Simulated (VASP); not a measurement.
These are PBE GGA, VASP's PBE PAW potentials (set 64) (plane waves; VASP) values and carry that method's errors.

VASP input:

### INCAR
```
! general
SYSTEM  = In32P32
PREC    = Normal
ENCUT   = 400
LREAL   = Auto
LASPH   = T

! electronic loop
EDIFF   = 1E-6
NELM    = 100
NELMIN  = 4
ALGO    = Fast
LMAXMIX = 4

! smearing
ISMEAR  = 0
SIGMA   = 0.05

! functional
GGA     = PE

! output
LWAVE   = T
LCHARG  = F
LORBIT  = 11
LVHAR   = T
```

KPOINTS:
```
Automatic mesh
0
Gamma
1 1 1
0 0 0
```

**POSCAR**
```
In32P32
1
   11.9995217332     0.0000000000     0.0000000000
    0.0000000000    11.9995217332     0.0000000000
    0.0000000000     0.0000000000    11.9995217332
In P
32 32
Direct
  0.5000000000   0.0000000000   0.0000000000
  0.7500000000   0.2500000000   0.0000000000
  0.7500000000   0.0000000000   0.2500000000
  0.0000000000   0.0000000000   0.0000000000
  0.2500000000   0.2500000000   0.0000000000
  0.5000000000   0.5000000000   0.0000000000
  0.7500000000   0.7500000000   0.0000000000
  0.2500000000   0.0000000000   0.2500000000
  0.5000000000   0.2500000000   0.2500000000
  0.7500000000   0.5000000000   0.2500000000
  0.5000000000   0.0000000000   0.5000000000
  0.7500000000   0.2500000000   0.5000000000
  0.7500000000   0.0000000000   0.7500000000
  0.0000000000   0.5000000000   0.0000000000
  0.2500000000   0.7500000000   0.0000000000
  0.0000000000   0.2500000000   0.2500000000
  0.2500000000   0.5000000000   0.2500000000
  0.5000000000   0.7500000000   0.2500000000
  0.0000000000   0.0000000000   0.5000000000
  0.2500000000   0.2500000000   0.5000000000
  0.5000000000   0.5000000000   0.5000000000
  0.7500000000   0.7500000000   0.5000000000
  0.2500000000   0.0000000000   0.7500000000
  0.5000000000   0.2500000000   0.7500000000
  0.7500000000   0.5000000000   0.7500000000
  0.0000000000   0.7500000000   0.2500000000
  0.0000000000   0.5000000000   0.5000000000
  0.2500000000   0.7500000000   0.5000000000
  0.0000000000   0.2500000000   0.7500000000
  0.2500000000   0.5000000000   0.7500000000
  0.5000000000   0.7500000000   0.7500000000
  0.0000000000   0.7500000000   0.7500000000
  0.6250000000   0.1250000000   0.1250000000
  0.8750000000   0.3750000000   0.1250000000
  0.8750000000   0.1250000000   0.3750000000
  0.1250000000   0.1250000000   0.1250000000
  0.3750000000   0.3750000000   0.1250000000
  0.6250000000   0.6250000000   0.1250000000
  0.8750000000   0.8750000000   0.1250000000
  0.3750000000   0.1250000000   0.3750000000
  0.6250000000   0.3750000000   0.3750000000
  0.8750000000   0.6250000000   0.3750000000
  0.6250000000   0.1250000000   0.6250000000
  0.8750000000   0.3750000000   0.6250000000
  0.8750000000   0.1250000000   0.8750000000
  0.1250000000   0.6250000000   0.1250000000
  0.3750000000   0.8750000000   0.1250000000
  0.1250000000   0.3750000000   0.3750000000
  0.3750000000   0.6250000000   0.3750000000
  0.6250000000   0.8750000000   0.3750000000
  0.1250000000   0.1250000000   0.6250000000
  0.3750000000   0.3750000000   0.6250000000
  0.6250000000   0.6250000000   0.6250000000
  0.8750000000   0.8750000000   0.6250000000
  0.3750000000   0.1250000000   0.8750000000
  0.6250000000   0.3750000000   0.8750000000
  0.8750000000   0.6250000000   0.8750000000
  0.1250000000   0.8750000000   0.3750000000
  0.1250000000   0.6250000000   0.6250000000
  0.3750000000   0.8750000000   0.6250000000
  0.1250000000   0.3750000000   0.8750000000
  0.3750000000   0.6250000000   0.8750000000
  0.6250000000   0.8750000000   0.8750000000
  0.1250000000   0.8750000000   0.8750000000
```

POTCAR, in this order: In P (PBE.64 set). Program: vasp_gam. Read from the step before: WAVECAR.

The supercell is sampled at Γ alone, which is coarse: total energies, pressure and levels can be off, energies of defects by several tenths of an eV.

Predict the energy per atom (σ→0).

```
Quantity                       Result
---------------------  --------------
energy per atom (σ→0)  -4.114 eV/atom
```

### OSZICAR
```
       N       E                     dE             d eps       ncg     rms          rms(c)
DAV:   1    -0.263304066306E+03   -0.26330E+03   -0.11403E-05   363   0.379E-03    0.369E-03
RMM:   2    -0.263304066358E+03   -0.52503E-07   -0.13740E-06   202   0.167E-03    0.196E-03
RMM:   3    -0.263304066670E+03   -0.31121E-06   -0.11993E-06   236   0.148E-03    0.321E-04
RMM:   4    -0.263304066519E+03    0.15067E-06   -0.14853E-07   190   0.662E-04
   1 F= -.26330407E+03 E0= -.26330407E+03  d E =-.231254E-06
```

The cell is a supercell, built from InP (zinc blende).
